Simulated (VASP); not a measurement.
Method: PBEsol GGA, VASP's PBE PAW potentials (set 64) (plane waves; VASP).

A VASP calculation is set up with these files.

KPOINTS:
```
Automatic mesh
0
Gamma
8 8 5
0 0 0
```

**POSCAR**
```
Mg2ZnP2
1
    4.0017742484     0.0000000000    -0.0000000000
   -2.0008871243     3.4656385631     0.0000000000
   -0.0000000000    -0.0000000000     6.4927558433
Mg Zn P
2 1 2
Direct
  0.6666670000   0.3333330000   0.6333807589
  0.3333330000   0.6666670000   0.9941838668
  0.0000000000   0.0000000000   0.3619381879
  0.0000000000   0.0000000000   0.7700459567
  0.6666670000   0.3333330000   0.2404512296
```

### INCAR
```
SYSTEM = Mg2ZnP2
PREC = Accurate
ENCUT = 400
EDIFF = 1E-8
NELM = 100
ALGO = Normal
LREAL = .FALSE.
LASPH = .TRUE.
ISMEAR = 0
SIGMA = 0.01
GGA = PS
LMAXMIX = 4
LWAVE = .FALSE.
LCHARG = .FALSE.
IBRION = 8
NSW = 1
LEPSILON = .TRUE.
```

POTCAR, in this order: Mg Zn P (PBE.64 set). Program: vasp_std.

The run wrote:

File OUTCAR:
```
 ion  position               nearest neighbor table
   1  0.667  0.333  0.633-   4 2.47   4 2.47   4 2.47   5 2.55   3 2.91   3 2.91   3 2.91   2 3.29
                             2 3.29   2 3.29
   2  0.333  0.667  0.994-   4 2.73   4 2.73   4 2.73   5 2.81   5 2.81   5 2.81   1 3.29   1 3.29
                             1 3.29   3 3.32   3 3.32   3 3.32
   3  0.000  0.000  0.362-   5 2.44   5 2.44   5 2.44   4 2.65   1 2.91   1 2.91   1 2.91   2 3.32
                             2 3.32   2 3.32
   4  0.000  0.000  0.770-   1 2.47   1 2.47   1 2.47   3 2.65   2 2.73   2 2.73   2 2.73
   5  0.667  0.333  0.240-   3 2.44   3 2.44   3 2.44   1 2.55   2 2.81   2 2.81   2 2.81
  LATTYP: Found a hexagonal cell.
 ALAT       =     4.0017742484
 C/A-ratio  =     1.6224692949
 Subroutine PRICEL returns:
 Original cell was already a primitive cell.
 Subroutine GETGRP returns: Found  6 space group operations
The static configuration has the point symmetry C_3v.
The dynamic configuration has the point symmetry C_3v.
 Subroutine INISYM returns: Found  6 space group operations
 Subroutine IBZKPT returns following result:
 Found     40 irreducible k-points:

 Following reciprocal coordinates:
            Coordinates               Weight
  0.000000  0.000000  0.000000      1.000000
  0.125000  0.000000  0.000000      6.000000
...
```

OSZICAR:
```
...
RMM:   3    -0.209870010853E+00    0.14825E-03   -0.88120E-05  9773   0.584E-02    0.463E-02
RMM:   4    -0.209679618090E+00    0.19039E-03   -0.20001E-05  9830   0.272E-02    0.374E-03
RMM:   5    -0.209674581886E+00    0.50362E-05   -0.26335E-06 10066   0.535E-03    0.167E-03
RMM:   6    -0.209675003232E+00   -0.42135E-06   -0.93152E-07 10044   0.239E-03    0.304E-04
RMM:   7    -0.209676299260E+00   -0.12960E-05   -0.32397E-07 10124   0.923E-04    0.122E-04
RMM:   8    -0.209676325296E+00   -0.26036E-07   -0.85797E-08 10131   0.356E-04    0.385E-05
RMM:   9    -0.209676224871E+00    0.10042E-06   -0.59862E-08 10218   0.156E-04    0.136E-05
RMM:  10    -0.209676138063E+00    0.86808E-07   -0.43733E-08 11135   0.859E-05    0.413E-06
RMM:  11    -0.209676105781E+00    0.32282E-07   -0.22153E-08 13122   0.525E-05    0.181E-06
RMM:  12    -0.209676115285E+00   -0.95033E-08   -0.21056E-08 13590   0.402E-05    0.542E-07
 Linear response progress:
  Degree of freedom:   6/ 10
       N       E                     dE             d eps       ncg     rms          rms(c)
RMM:   1    -0.216244741761E+00   -0.21624E+00   -0.47140E-04  2088   0.208E+00
RMM:   2    -0.214897473794E+00    0.13473E-02   -0.15722E-03  2059   0.300E-01    0.704E-02
RMM:   3    -0.214630489203E+00    0.26698E-03   -0.14482E-04  2350   0.689E-02    0.386E-02
RMM:   4    -0.214407276321E+00    0.22321E-03   -0.59779E-05  2356   0.415E-02    0.123E-02
RMM:   5    -0.214342991803E+00    0.64285E-04   -0.72857E-06  2437   0.163E-02    0.375E-03
RMM:   6    -0.214338442060E+00    0.45497E-05   -0.32119E-07  2250   0.541E-03    0.202E-03
RMM:   7    -0.214341804822E+00   -0.33628E-05   -0.36551E-08  2295   0.225E-03    0.583E-04
RMM:   8    -0.214342799045E+00   -0.99422E-06   -0.35837E-09  2476   0.799E-04    0.147E-04
RMM:   9    -0.214342410132E+00    0.38891E-06   -0.41768E-09  2487   0.295E-04    0.441E-05
RMM:  10    -0.214342192048E+00    0.21808E-06   -0.92584E-10  2518   0.145E-04    0.172E-05
RMM:  11    -0.214342203594E+00   -0.11546E-07   -0.22811E-09  2420   0.727E-05    0.683E-06
RMM:  12    -0.214342196224E+00    0.73696E-08   -0.15996E-09  2518   0.504E-05    0.176E-06
 Linear response progress:
  Degree of freedom:   7/ 10
       N       E                     dE             d eps       ncg     rms          rms(c)
RMM:   1    -0.524088669179E-01   -0.52409E-01    0.38724E-02 13156   0.125E+00
RMM:   2    -0.506390521933E-01    0.17698E-02   -0.29305E-03  9169   0.316E-01    0.954E-02
RMM:   3    -0.509743668555E-01   -0.33531E-03   -0.44200E-04  8922   0.972E-02    0.471E-02
RMM:   4    -0.514689674214E-01   -0.49460E-03   -0.27464E-04  9088   0.601E-02    0.151E-02
RMM:   5    -0.514741535324E-01   -0.51861E-05   -0.14048E-05  9931   0.186E-02    0.504E-03
RMM:   6    -0.514792754265E-01   -0.51219E-05   -0.71894E-07 10006   0.366E-03    0.395E-03
RMM:   7    -0.514839860691E-01   -0.47106E-05   -0.25099E-07  9521   0.186E-03    0.250E-04
RMM:   8    -0.514861077522E-01   -0.21217E-05   -0.94510E-08 10085   0.731E-04    0.127E-04
RMM:   9    -0.514854490951E-01    0.65866E-06   -0.10615E-08 10162   0.292E-04    0.604E-05
RMM:  10    -0.514857783152E-01   -0.32922E-06   -0.13133E-08 10114   0.151E-04    0.161E-05
RMM:  11    -0.514858785142E-01   -0.10020E-06   -0.63727E-09 10574   0.790E-05    0.929E-06
RMM:  12    -0.514858313589E-01    0.47155E-07   -0.11511E-08 11051   0.530E-05    0.240E-06
RMM:  13    -0.514858725066E-01   -0.41148E-07   -0.24079E-08 11743   0.425E-05    0.123E-06
RMM:  14    -0.514858669403E-01    0.55663E-08   -0.14636E-08 11177   0.385E-05    0.339E-07
 Linear response progress:
  Degree of freedom:   8/ 10
       N       E                     dE             d eps       ncg     rms          rms(c)
RMM:   1    -0.609633910389E-01   -0.60963E-01    0.53464E-02  3113   0.138E+00
RMM:   2    -0.592696577435E-01    0.16937E-02   -0.23951E-03  2185   0.318E-01    0.939E-02
RMM:   3    -0.594008115875E-01   -0.13115E-03   -0.89653E-04  2280   0.125E-01    0.403E-02
RMM:   4    -0.596150339507E-01   -0.21422E-03   -0.23724E-04  2192   0.627E-02    0.179E-02
RMM:   5    -0.596223235523E-01   -0.72896E-05   -0.23953E-05  2251   0.274E-02    0.521E-03
RMM:   6    -0.596499465366E-01   -0.27623E-04   -0.29214E-06  2373   0.949E-03    0.330E-03
RMM:   7    -0.596537800615E-01   -0.38335E-05   -0.85567E-07  2437   0.382E-03    0.701E-04
RMM:   8    -0.596527415184E-01    0.10385E-05   -0.10018E-07  2371   0.141E-03    0.482E-04
RMM:   9    -0.596543819925E-01   -0.16405E-05   -0.29061E-08  2372   0.524E-04    0.898E-05
RMM:  10    -0.596541780040E-01    0.20399E-06   -0.15559E-08  2319   0.241E-04    0.290E-05
RMM:  11    -0.596541319032E-01    0.46101E-07   -0.53579E-10  2507   0.110E-04    0.197E-05
RMM:  12    -0.596540712251E-01    0.60678E-07   -0.13546E-08  2515   0.780E-05    0.513E-06
RMM:  13    -0.596540931087E-01   -0.21884E-07    0.13263E-08  2431   0.548E-05    0.378E-06
RMM:  14    -0.596540898057E-01    0.33030E-08    0.23833E-08  2373   0.461E-05    0.882E-07
 Linear response progress:
  Degree of freedom:   9/ 10
       N       E                     dE             d eps       ncg     rms          rms(c)
RMM:   1    -0.507211971296E-01   -0.50721E-01    0.48740E-02 13434   0.164E+00
RMM:   2    -0.490341263437E-01    0.16871E-02   -0.36320E-03  8499   0.505E-01    0.121E-01
RMM:   3    -0.493334249714E-01   -0.29930E-03   -0.46400E-04  9491   0.144E-01    0.584E-02
RMM:   4    -0.496933877346E-01   -0.35996E-03   -0.19108E-04  9410   0.686E-02    0.147E-02
RMM:   5    -0.497139713398E-01   -0.20584E-04   -0.13068E-05  9985   0.209E-02    0.598E-03
RMM:   6    -0.497032288886E-01    0.10742E-04   -0.18099E-06 10001   0.603E-03    0.330E-03
RMM:   7    -0.497063185218E-01   -0.30896E-05   -0.23320E-06  9653   0.201E-03    0.124E-03
RMM:   8    -0.497062836551E-01    0.34867E-07    0.97022E-08 10004   0.850E-04    0.108E-04
RMM:   9    -0.497055805921E-01    0.70306E-06    0.34224E-08 10156   0.356E-04    0.461E-05
RMM:  10    -0.497056316708E-01   -0.51079E-07   -0.14948E-07 10842   0.165E-04    0.848E-06
RMM:  11    -0.497056232301E-01    0.84407E-08   -0.85639E-08 12904   0.854E-05    0.644E-06
 Linear response progress:
  Degree of freedom:  10/ 10
       N       E                     dE             d eps       ncg     rms          rms(c)
RMM:   1    -0.618622132512E-01   -0.61862E-01    0.49685E-02  3230   0.148E+00
RMM:   2    -0.596972505306E-01    0.21650E-02   -0.27972E-03  2179   0.390E-01    0.998E-02
RMM:   3    -0.598498481842E-01   -0.15260E-03   -0.67318E-04  2227   0.128E-01    0.498E-02
RMM:   4    -0.600568551333E-01   -0.20701E-03   -0.19826E-04  2284   0.581E-02    0.202E-02
RMM:   5    -0.600816785363E-01   -0.24823E-04   -0.23232E-05  2357   0.245E-02    0.540E-03
RMM:   6    -0.600952657344E-01   -0.13587E-04   -0.18446E-06  2419   0.705E-03    0.404E-03
RMM:   7    -0.600973791714E-01   -0.21134E-05   -0.64082E-07  2278   0.379E-03    0.132E-03
RMM:   8    -0.600998949966E-01   -0.25158E-05   -0.65266E-08  2342   0.153E-03    0.453E-04
RMM:   9    -0.601007855282E-01   -0.89053E-06   -0.23257E-08  2443   0.565E-04    0.244E-04
RMM:  10    -0.601014037775E-01   -0.61825E-06   -0.19660E-08  2429   0.286E-04    0.502E-05
RMM:  11    -0.601013104436E-01    0.93334E-07   -0.57262E-09  2552   0.120E-04    0.312E-05
RMM:  12    -0.601012434698E-01    0.66974E-07   -0.30800E-08  2371   0.775E-05    0.602E-06
RMM:  13    -0.601012447279E-01   -0.12581E-08   -0.25039E-08  2571   0.531E-05    0.464E-06
 Linear response finished
```

File OUTCAR:
```
------------------------ aborting loop because EDIFF is reached ----------------------------------------

 HEAD OF MICROSCOPIC STATIC DIELECTRIC TENSOR (INDEPENDENT PARTICLE, excluding Hartree and local field effects)
 ------------------------------------------------------
          12.499085    -0.000000     0.000000
          -0.000000    12.499088     0.000000
           0.000000     0.000000    12.917625
 ------------------------------------------------------

 MACROSCOPIC STATIC DIELECTRIC TENSOR (including local field effects in DFT)
 ------------------------------------------------------
          11.519761    -0.000000    -0.000000
          -0.000000    11.519763     0.000000
           0.000000    -0.000000    11.742813
 ------------------------------------------------------

 PIEZOELECTRIC TENSOR (including local field effects)  for field in x, y, z        (e  Angst)
          XX          YY          ZZ          XY          YZ          ZX
  --------------------------------------------------------------------------------
  x     0.00000    -0.00000     0.00000    -0.66281     0.00000    -0.09362
  y    -0.66281     0.66281     0.00000    -0.00000    -0.09362     0.00000
  z     0.50945     0.50945    -2.43065    -0.00000     0.00000    -0.00000

 PIEZOELECTRIC TENSOR (including local field effects)  for field in x, y, z        (C/m^2)
          XX          YY          ZZ          XY          YZ          ZX
  --------------------------------------------------------------------------------
  x     0.00000    -0.00000     0.00000    -0.11793     0.00000    -0.01666
  y    -0.11793     0.11793     0.00000    -0.00000    -0.01666     0.00000
  z     0.09064     0.09065    -0.43248    -0.00000     0.00000    -0.00000

 BORN EFFECTIVE CHARGES (including local field effects) (in |e|, cummulative output)
 ---------------------------------------------------------------------------------
 ion    1
    1     1.74895    -0.00000     0.00000
    2    -0.00000     1.74895    -0.00000
    3     0.00000     0.00000     1.57480
 ion    2
    1     2.72403    -0.00000     0.00000
    2    -0.00000     2.72403    -0.00000
    3     0.00000     0.00000     2.99200
 ion    3
    1     1.97083    -0.00000     0.00000
    2    -0.00000     1.97083    -0.00000
    3     0.00000     0.00000     1.74018
 ion    4
    1    -2.86776     0.00000     0.00000
    2     0.00000    -2.86776     0.00000
    3     0.00000     0.00000    -3.30536
 ion    5
    1    -3.57605     0.00000    -0.00000
    2     0.00000    -3.57605     0.00000
    3     0.00000     0.00000    -3.00162

   1 f  =   10.764531 THz    67.635543 2PiTHz  359.066104 cm-1    44.518503 meV
             X         Y         Z           dx          dy          dz
      2.000889  1.155212  4.112387     0.000091   -0.737932    0.000000
     -0.000002  2.310427  6.454993     0.000007   -0.054265    0.000000
      0.000000  0.000000  2.349976    -0.000003    0.025540   -0.000000
      0.000000  0.000000  4.999720    -0.000083    0.672163   -0.000000
      2.000889  1.155212  1.561191     0.000001   -0.007449    0.000000

   2 f  =   10.764530 THz    67.635535 2PiTHz  359.066062 cm-1    44.518498 meV
             X         Y         Z           dx          dy          dz
      2.000889  1.155212  4.112387     0.737932    0.000091   -0.000000
     -0.000002  2.310427  6.454993     0.054265    0.000007   -0.000000
      0.000000  0.000000  2.349976    -0.025540   -0.000003   -0.000000
      0.000000  0.000000  4.999720    -0.672163   -0.000083   -0.000000
      2.000889  1.155212  1.561191     0.007449    0.000001   -0.000000

   3 f  =   10.197836 THz    64.074894 2PiTHz  340.163198 cm-1    42.174842 meV
             X         Y         Z           dx          dy          dz
      2.000889  1.155212  4.112387    -0.000000   -0.000000   -0.791361
     -0.000002  2.310427  6.454993    -0.000000    0.000000    0.347220
      0.000000  0.000000  2.349976    -0.000000    0.000000   -0.068236
      0.000000  0.000000  4.999720     0.000000    0.000000   -0.006223
      2.000889  1.155212  1.561191     0.000000   -0.000000    0.498490

   4 f  =    8.043366 THz    50.537960 2PiTHz  268.297815 cm-1    33.264675 meV
             X         Y         Z           dx          dy          dz
      2.000889  1.155212  4.112387    -0.000000   -0.000000   -0.275776
     -0.000002  2.310427  6.454993    -0.000000    0.000000    0.312740
      0.000000  0.000000  2.349976    -0.000000   -0.000000   -0.012874
      0.000000  0.000000  4.999720    -0.000000   -0.000000    0.635747
      2.000889  1.155212  1.561191     0.000000    0.000000   -0.649462

   5 f  =    7.015182 THz    44.077688 2PiTHz  234.001284 cm-1    29.012448 meV
             X         Y         Z           dx          dy          dz
      2.000889  1.155212  4.112387     0.000003   -0.022075   -0.000000
     -0.000002  2.310427  6.454993     0.000002   -0.017190   -0.000000
      0.000000  0.000000  2.349976     0.000069   -0.554565    0.000000
      0.000000  0.000000  4.999720    -0.000001    0.004665    0.000000
      2.000889  1.155212  1.561191    -0.000103    0.831657    0.000000

   6 f  =    7.015181 THz    44.077683 2PiTHz  234.001256 cm-1    29.012445 meV
             X         Y         Z           dx          dy          dz
      2.000889  1.155212  4.112387    -0.022075   -0.000003    0.000000
     -0.000002  2.310427  6.454993    -0.017190   -0.000002    0.000000
      0.000000  0.000000  2.349976    -0.554565   -0.000069   -0.000000
      0.000000  0.000000  4.999720     0.004665    0.000001   -0.000000
      2.000889  1.155212  1.561191     0.831657    0.000103   -0.000000

   7 f  =    6.979821 THz    43.855512 2PiTHz  232.821782 cm-1    28.866209 meV
             X         Y         Z           dx          dy          dz
      2.000889  1.155212  4.112387     0.000000   -0.000000    0.264673
     -0.000002  2.310427  6.454993     0.000000   -0.000000    0.801710
      0.000000  0.000000  2.349976     0.000000   -0.000000   -0.212258
      0.000000  0.000000  4.999720    -0.000000    0.000000   -0.460660
      2.000889  1.155212  1.561191    -0.000000    0.000000   -0.173058

   8 f  =    5.488110 THz    34.482814 2PiTHz  183.063654 cm-1    22.696990 meV
...
```
(Selected blocks of OUTCAR.)

The dielectric response may not be converged in the k-mesh; for small gaps it tends to come out too large.

The structure comes from a computed database's Mg2ZnP2 entry (P3m1); how it stands against other phases isn't given here. It was relaxed first.
